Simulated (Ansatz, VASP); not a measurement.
# Cross-check of Sc between VASP and Ansatz, part 2 of 2

One calculation is typed for both programs; each brings its own data sets. How far apart do they land? The cell is taken from a series of runs on this material, whose earlier steps may have relaxed, scaled, displaced or heated it; both programs get it as it stands.

VASP 6.6.1 and Ansatz 0.2.0.

So far: The starting structure; VASP: relaxation of cell and atoms, PBEsol, pair 1; Ansatz: relaxation of cell and atoms, PBEsol, pair 1; Side by side.

### Step 5. Ansatz: relaxation of cell and atoms, PBEsol, pair 2

Level of this step: Ansatz beside VASP: Kohn-Sham DFT, plane waves, PBEsol (Ansatz).

The relaxed volume is the usual yardstick between codes: in a stiff, nearly cubic crystal its relative difference is about their pressure difference at one cell divided by the bulk modulus. This pair takes another cell of the material, with 2 atoms against 1 for the pair before.

The cell is taken from a series of runs on this material, whose earlier steps may have relaxed, scaled, displaced or heated it; both programs get it as it stands.

The input, input.yaml:

```yaml
crystal:
  lattice:
    - [-1.8132278844, 1.8132278844, 1.8132278844]
    - [1.8132278844, -1.8132278844, 1.8132278844]
    - [3.6264557688, 3.6264557688, 0.0]
  atoms:
    - { symbol: Sc, position: [-0.0623954032, 0.0623954032, 0.0] }
    - { symbol: Sc, position: [0.5623954032, 0.4376045968, 0.5] }
kpoints:
  mp_grid: { grid: [14, 14, 8] }
hamiltonian:
  xc: pbesol
  pseudopotentials: { kind: paw, azcp: { folder: soft_1 }, xc_functional: pbe }
scf:
  occupations: { method: methfessel_paxton, width: 0.2 }
output:
  forces: true
  stress: true
  eigenvalues: true
relax:
  adjacent_minimum: "off"
  f_tol: 0.002
  max_steps: 120
  cell: { stress_tol: 0.03 }
```

Command:

```bash
$ ansatz run input.yaml --threads 8 --pin off --max-ram 16384MiB --backend cpu --events-out ev --progress --plain --runs-dir out
```

Numbers of over 12 decimals in the logs are rounded to 6 here.

Output:

```text
[...]
Crystal: 2 atoms, lattice volume = 47.692 Å³
Basis set: ecut = 420 eV, 935 PW (Γ), exchange–correlation on 48×48×72 points (8 copies of the dense FFT grid, shifted against one another)
Bands: 15, of which v1, the nominal top of the filled ones, is band 11 counted from 1 (10 counted from 0)
Symmetry: 8 space group operations
[...]
k-points: 285 of 1568
[...]
k-point 284: bands = [... 7 lower, -18.1686, 7.9625, 7.9625, 9.5799, 9.5799, 10.8535, 10.8535, 11.9498]
--- Relaxed structure (6 steps of the walk, 6 accepted, 2 SCFs on fresh bases) ---
[...]
cell:  # Å, volume = 47.2643 Å³
    - [-2.007165, 2.007165, 1.638924]
    - [2.007165, -2.007165, 1.638924]
    - [3.591960, 3.591960, 0.0]
  atoms:
    - { symbol: Sc, position: [-0.083324, 0.083324, 0.0] }
    - { symbol: Sc, position: [0.583324, 0.416676, 0.500000] }
[key lines of the parts left out:]
SCF converged after 4 iterations
Free energy (F): -4222.743154 eV
Fermi energy:    9.494865 eV
P = ⅓ Tr σ = 0.0000 GPa (0.000 kbar)
```

### Step 6. VASP: relaxation of cell and atoms, PBEsol, pair 2

The same cell, functional, mesh and smearing now go to VASP, with its own data sets.

The input, INCAR:

```
SYSTEM = Sc
PREC = Accurate
ENCUT = 500
EDIFF = 1E-07
NELM = 120
ISMEAR = 1
SIGMA = 0.2
LREAL = .FALSE.
ALGO = Normal
GGA = PS
NBANDS = 17
LASPH = .TRUE.
LORBIT = 11
LWAVE = .FALSE.
LCHARG = .FALSE.
ISIF = 3
IBRION = 2
NSW = 80
EDIFFG = -0.005
GGA_COMPAT = .FALSE.
NELMIN = 4
KPAR = 2
```

The input, POSCAR:

```
Sc
1.0
   -1.8132280000      1.8132280000      1.8132280000
    1.8132280000     -1.8132280000      1.8132280000
    3.6264560000      3.6264560000      0.0000000000
Sc
2
Direct
    0.9376046476      0.0623953524      0.0000000000
    0.5623953524      0.4376046476      0.5000000000
```

The input, KPOINTS:

```
Automatic mesh
0
Gamma
14 14 8
0 0 0
```

Potentials, in the order of the species: Sc_sv (PBE family, release 64).

Command:

```bash
$ mpirun -np 2 vasp_std
```

Output:

```text
[banner, memory and clock lines left out]
running    2 mpi-ranks, on    1 nodes
[...]
[... a notice as in an earlier step ...]

 LDA part: xc-table for (Slater+PW92), standard interpolation
 POSCAR, INCAR and KPOINTS ok, starting setup
[...]
entering main loop
       N       E                     dE             d eps       ncg     rms          rms(c)
DAV:   1     0.298080646774E+03    0.29808E+03   -0.10237E+04  9722   0.132E+03
DAV:   2     0.130427431755E+01   -0.29678E+03   -0.29240E+03 11546   0.567E+02
DAV:   3    -0.143564412550E+02   -0.15661E+02   -0.15209E+02 15932   0.148E+02
DAV:   4    -0.145934966042E+02   -0.23706E+00   -0.23619E+00 14355   0.176E+01
[...]
DAV:  12    -0.130488741401E+02   -0.11028E-05   -0.41625E-07 11411   0.104E-02    0.102E-03
DAV:  13    -0.130488738205E+02    0.31964E-06   -0.53051E-08  8618   0.348E-03    0.262E-04
DAV:  14    -0.130488738363E+02   -0.15783E-07   -0.15511E-08  7590   0.273E-03
   1 F= -.13048874E+02 E0= -.13046078E+02  d E =-.130489E+02
[... from here on, the cycles between the ionic steps are left out ...]
   2 F= -.13123322E+02 E0= -.13120980E+02  d E =-.744481E-01
   3 F= -.13173068E+02 E0= -.13172281E+02  d E =-.124194E+00
   7 F= -.13198046E+02 E0= -.13196695E+02  d E =-.243733E-01
   8 F= -.13205594E+02 E0= -.13204234E+02  d E =-.754861E-02
   9 F= -.13207438E+02 E0= -.13206142E+02  d E =-.939210E-02
  10 F= -.13210216E+02 E0= -.13208906E+02  d E =-.277799E-02
  11 F= -.13210261E+02 E0= -.13208950E+02  d E =-.282337E-02
  12 F= -.13210755E+02 E0= -.13209373E+02  d E =-.494099E-03
  13 F= -.13210759E+02 E0= -.13209382E+02  d E =-.497899E-03
  14 F= -.13210834E+02 E0= -.13209467E+02  d E =-.747625E-04
  15 F= -.13210835E+02 E0= -.13209470E+02  d E =-.758999E-04
  16 F= -.13210855E+02 E0= -.13209488E+02  d E =-.198757E-04
  17 F= -.13210891E+02 E0= -.13209520E+02  d E =-.556150E-04
[...]
reached required accuracy - stopping structural energy minimisation
```

OUTCAR, selected parts (step 6):

```text
  Total       -0.0060673     -0.0060673      0.0021436      0.0002603      0.0000000      0.0000000
  in kB       -0.2055801     -0.2055801      0.0726313      0.0088213      0.0000000      0.0000000
  external PRESSURE =      -0.1128429 kB  Pullay stress =       0.0000000 kB

 POSITION                                       TOTAL-FORCE (eV/Angst)
 -----------------------------------------------------------------------------------
     -1.67347      1.67347      1.63970         0.003075     -0.003075      0.000000
      1.46327      2.12955      1.63970        -0.003075      0.003075     -0.000000
 -----------------------------------------------------------------------------------
    total drift:                               -0.000000      0.000000     -0.000000

  FREE ENERGIE OF THE ION-ELECTRON SYSTEM (eV)
  ---------------------------------------------------
  free  energy   TOTEN  =       -13.2108905147 eV

  energy  without entropy=      -13.2067785082  energy(sigma->0) =      -13.20951985

[... 1 part as in an earlier step ...]

[... 3 further parts left out ...]
[key lines of the parts left out:]
E-fermi :   3.8148
```

The run keeps the 8 symmetry operations of its start, so it cannot find a distortion of lower symmetry.

### Step 7. Comparison

Both answers:

```csv
quantity,Ansatz,VASP,difference
volume (Å³),47.26,47.29,-0.04 %
"edge a after relaxation, in the typed setting (Å)",3.278,3.277,+0.01 %
"edge c after relaxation, in the typed setting (Å)",5.080,5.081,-0.02 %
```

### Step 8. Results

| Item | Value |
| --- | --- |
| difference in volume (relaxation of cell and atoms, PBEsol, pair 1) | -0.0085 % |
| difference in volume (relaxation of cell and atoms, PBEsol, pair 2) | -0.044 % |

**Reading.** The difference in volume is -0.044 % (relaxation of cell and atoms, PBEsol, pair 2), within the 1.2 % picked in this series as the mark of a large difference, as far as the stopping tolerances let one tell. 2 further runs of this series are not shown here. Such differences can come from data sets, numerical settings and the points named under the comparisons, not from the functional's error against experiment.

[Lines on the potential files, build, host, timing and source positions are cut from VASP's logs without a mark.]

[Logs are printed without paths, hosts, clocks, repeated set-up lines and the standing remarks that a program may print on its own settings, such as how far it seeks lower states.]

[Hosts, paths, dates, database ids (printed as entryN), source tags and the programs' standing remarks are cut or masked in the printed files.]
